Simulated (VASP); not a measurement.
These are HSE06 screened hybrid, VASP's PBE PAW potentials (set 64) (plane waves; VASP) values and carry that method's errors.

VASP input:

### INCAR
```
# general
SYSTEM  =O atom
PREC    =Normal
ENCUT   =520
LREAL   =.False.
LASPH   =.True.
ISYM    =0

# electronic loop
EDIFF   =1E-6
NELM    =200
ALGO    =All

# smearing
ISMEAR  =0
SIGMA   =0.01

# functional
GGA     =PE
LHFCALC =.True.
AEXX    =0.25
HFSCREEN=0.2
PRECFOCK=Fast

# spin
ISPIN   =2
MAGMOM  =2
NUPDOWN =2

# output
LWAVE   =.False.
LCHARG  =.False.
LORBIT  =10
```

**KPOINTS**
```
Automatic mesh
0
Gamma
1 1 1
0 0 0
```

### POSCAR
```
O atom
1
   12.0000000000     0.0000000000     0.0000000000
    0.0000000000    12.5000000000     0.0000000000
    0.0000000000     0.0000000000    13.0000000000
O
1
Direct
  0.0000000000   0.0000000000   0.0000000000
```

POTCAR, in this order: O (PBE.64 set). Program: vasp_gam. Read from the step before: WAVECAR.

What VASP printed:

**OSZICAR**
```
       N       E                     dE             d eps       ncg     rms           ort
SDA:   1    -0.330032024966E+01   -0.33003E+01    0.00000E+00     8   0.765E-01   0.000E+00
CGA:   2    -0.332264413428E+01   -0.22324E-01   -0.22313E-01     8   0.592E-01   0.195E-03
SDA:   3    -0.416672994640E+01   -0.84409E+00   -0.84739E+00     8   0.140E+02   0.276E-01
CGA:   4    -0.431698853977E+01   -0.15026E+00   -0.17998E+01     8   0.199E+00   0.258E+00
CGA:   5    -0.438700513058E+01   -0.70017E-01   -0.70058E-01     8   0.784E-01  -0.308E-03
CGA:   6    -0.439984661857E+01   -0.12841E-01   -0.12868E-01     8   0.167E-01  -0.244E-04
CGA:   7    -0.440493982678E+01   -0.50932E-02   -0.50929E-02     8   0.404E-02   0.589E-05
CGA:   8    -0.440566649041E+01   -0.72666E-03   -0.72638E-03     8   0.980E-03  -0.107E-05
CGA:   9    -0.440591236389E+01   -0.24587E-03   -0.24590E-03     8   0.179E-03  -0.268E-05
CGA:  10    -0.440595669263E+01   -0.44329E-04   -0.44319E-04     8   0.658E-04   0.146E-05
CGA:  11    -0.440597056942E+01   -0.13877E-04   -0.13895E-04     8   0.135E-04   0.543E-06
CGA:  12    -0.440597442373E+01   -0.38543E-05   -0.38476E-05     8   0.430E-05   0.159E-06
CGA:  13    -0.440597545849E+01   -0.10348E-05   -0.10361E-05     8   0.142E-05   0.241E-06
CGA:  14    -0.440597590005E+01   -0.44155E-06   -0.43272E-06     8   0.567E-06   0.199E-06
   1 F= -.44059759E+01 E0= -.44059759E+01  d E =-.919783E-22  mag=     2.0000
```

**OUTCAR**
```
------------------------ aborting loop because EDIFF is reached ----------------------------------------
  volume of cell :     1950.00
      direct lattice vectors                 reciprocal lattice vectors
    12.000000000  0.000000000  0.000000000     0.083333333  0.000000000  0.000000000
     0.000000000 12.500000000  0.000000000     0.000000000  0.080000000  0.000000000
     0.000000000  0.000000000 13.000000000     0.000000000  0.000000000  0.076923077
 POSITION                                       TOTAL-FORCE (eV/Angst)
 -----------------------------------------------------------------------------------
      0.00000      0.00000      0.00000         0.000002      0.000000     -0.000000
 -----------------------------------------------------------------------------------
    total drift:                                0.000002      0.000000     -0.000000
  FREE ENERGIE OF THE ION-ELECTRON SYSTEM (eV)
  ---------------------------------------------------
  free  energy   TOTEN  =        -4.4059759000 eV

  energy  without entropy=       -4.4059759000  energy(sigma->0) =       -4.40597590

  exchange ACFDT corr.  =        -0.00000000  see jH, gK, PRB 81, 115126

 total charge

# of ion       s       p       d       tot
------------------------------------------
    1        1.631   2.945   0.000   4.576

 magnetization (x)

# of ion       s       p       d       tot
------------------------------------------
    1        0.019   1.534   0.000   1.554
```
(Selected blocks of OUTCAR.)

OUTCAR:
```
 val. band max:       -9.0060360121   @ k =   0.0000   0.0000   0.0000

 cond. band min:      -4.6482894405   @ k =   0.0000   0.0000   0.0000


 Fermi energy:       -10.3294712437

 spin component 1

 k-point     1 :       0.0000    0.0000    0.0000
  band No.  band energies     occupation
      1     -28.2520      1.00000
      2     -12.6693      1.00000
      3     -12.6690      1.00000
      4     -10.4524      1.00000
      5      -0.1994      0.00000
      6       0.6018      0.00000
      7       0.7662      0.00000
      8       0.8312      0.00000

 Fermi energy:        -8.9394263008

 spin component 2

 k-point     1 :       0.0000    0.0000    0.0000
  band No.  band energies     occupation
      1     -23.4124      1.00000
      2      -9.0060      1.00000
      3      -4.6483      0.00000
      4      -4.6479      0.00000
      5      -0.1101      0.00000
      6       0.7193      0.00000
      7       0.8490      0.00000
      8       0.9097      0.00000
```

The atom may not be in its lowest state.

The cell is a free atom in a box.
